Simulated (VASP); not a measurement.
A convergence study with VASP on MgTe (zinc blende): a few settings are varied, all else stays as given below, so the limit is that of these other settings. The cell's lengths are 1 % over those of the tabulated start and one atom is moved, so it is off equilibrium.

```yaml
crystal:
  lattice:
    - [0.00000, 3.24210, 3.24210]
    - [3.24210, 0.00000, 3.24210]
    - [3.24210, 3.24210, 0.00000]
  atoms:
    - { symbol: Mg, position: [0.00000, 0.00000, 0.00000] }
    - { symbol: Te, position: [0.24065, 0.25935, 0.25935] }
```

Method: PBE GGA, VASP's PBE PAW potentials (set 64) (plane waves; VASP). The last row used: 900 eV cut-off, 6×6×6 Γ-centred mesh, Gaussian smearing of 0.050 eV, potentials Mg Te_GW.

Gaps are read on the run's mesh, which can miss a band edge. Energies of different potentials or hybrids have different zeros.

```json
[
 {"setting": "ENCUT = 300, POTCAR Mg Te", "E (eV/atom)": "-3.1966", "pressure (GPa)": "0.43", "gap on the mesh (eV)": "2.298", "plane waves": "821"},
 {"setting": "ENCUT = 400, POTCAR Mg Te", "E (eV/atom)": "-3.1969", "pressure (GPa)": "0.43", "gap on the mesh (eV)": "2.298", "plane waves": "1258"},
 {"setting": "ENCUT = 520, POTCAR Mg Te", "E (eV/atom)": "-3.1970", "pressure (GPa)": "0.43", "gap on the mesh (eV)": "2.298", "plane waves": "1853"},
 {"setting": "ENCUT = 700, POTCAR Mg Te", "E (eV/atom)": "-3.1971", "pressure (GPa)": "0.43", "gap on the mesh (eV)": "2.298", "plane waves": "2884"},
 {"setting": "ENCUT = 900, POTCAR Mg Te", "E (eV/atom)": "-3.1971", "pressure (GPa)": "0.43", "gap on the mesh (eV)": "2.298", "plane waves": "4279"},
 {"setting": "ENCUT = 300, POTCAR Mg_pv Te", "E (eV/atom)": "-2.9588", "pressure (GPa)": "-23.86", "gap on the mesh (eV)": "2.283", "plane waves": "821"},
 {"setting": "ENCUT = 400, POTCAR Mg_pv Te", "E (eV/atom)": "-3.1886", "pressure (GPa)": "-1.15", "gap on the mesh (eV)": "2.299", "plane waves": "1258"},
 {"setting": "ENCUT = 520, POTCAR Mg_pv Te", "E (eV/atom)": "-3.1948", "pressure (GPa)": "0.47", "gap on the mesh (eV)": "2.300", "plane waves": "1853"},
 {"setting": "ENCUT = 700, POTCAR Mg_pv Te", "E (eV/atom)": "-3.1953", "pressure (GPa)": "0.41", "gap on the mesh (eV)": "2.301", "plane waves": "2884"},
 {"setting": "ENCUT = 900, POTCAR Mg_pv Te", "E (eV/atom)": "-3.1956", "pressure (GPa)": "0.52", "gap on the mesh (eV)": "2.301", "plane waves": "4279"},
 {"setting": "ENCUT = 300, POTCAR Mg_sv Te", "E (eV/atom)": "-3.2660", "pressure (GPa)": "-75.47", "gap on the mesh (eV)": "2.678", "plane waves": "821"},
 {"setting": "ENCUT = 400, POTCAR Mg_sv Te", "E (eV/atom)": "-3.1928", "pressure (GPa)": "-13.46", "gap on the mesh (eV)": "2.364", "plane waves": "1258"},
 {"setting": "ENCUT = 520, POTCAR Mg_sv Te", "E (eV/atom)": "-3.2060", "pressure (GPa)": "-0.14", "gap on the mesh (eV)": "2.312", "plane waves": "1853"},
 {"setting": "ENCUT = 700, POTCAR Mg_sv Te", "E (eV/atom)": "-3.2043", "pressure (GPa)": "0.29", "gap on the mesh (eV)": "2.309", "plane waves": "2884"},
 {"setting": "ENCUT = 900, POTCAR Mg_sv Te", "E (eV/atom)": "-3.2002", "pressure (GPa)": "0.47", "gap on the mesh (eV)": "2.305", "plane waves": "4279"},
 {"setting": "ENCUT = 300, POTCAR Mg Te_GW", "E (eV/atom)": "-3.1984", "pressure (GPa)": "0.41", "gap on the mesh (eV)": "2.298", "plane waves": "821"},
 {"setting": "ENCUT = 400, POTCAR Mg Te_GW", "E (eV/atom)": "-3.1987", "pressure (GPa)": "0.41", "gap on the mesh (eV)": "2.298", "plane waves": "1258"},
 {"setting": "ENCUT = 520, POTCAR Mg Te_GW", "E (eV/atom)": "-3.1987", "pressure (GPa)": "0.41", "gap on the mesh (eV)": "2.298", "plane waves": "1853"},
 {"setting": "ENCUT = 700, POTCAR Mg Te_GW", "E (eV/atom)": "-3.1988", "pressure (GPa)": "0.41", "gap on the mesh (eV)": "2.298", "plane waves": "2884"},
 {"setting": "ENCUT = 900, POTCAR Mg Te_GW", "E (eV/atom)": "-3.1991", "pressure (GPa)": "0.41", "gap on the mesh (eV)": "2.298", "plane waves": "4279"}
]
```

Left out are rungs that failed or repeat a setting and relaxations that didn't move; long series are thinned to 24 rows.

The compound is MgTe in the zinc blende structure, whereas wurtzite is the usual form. The cell was not relaxed at this level, it is distorted from the ideal structure.
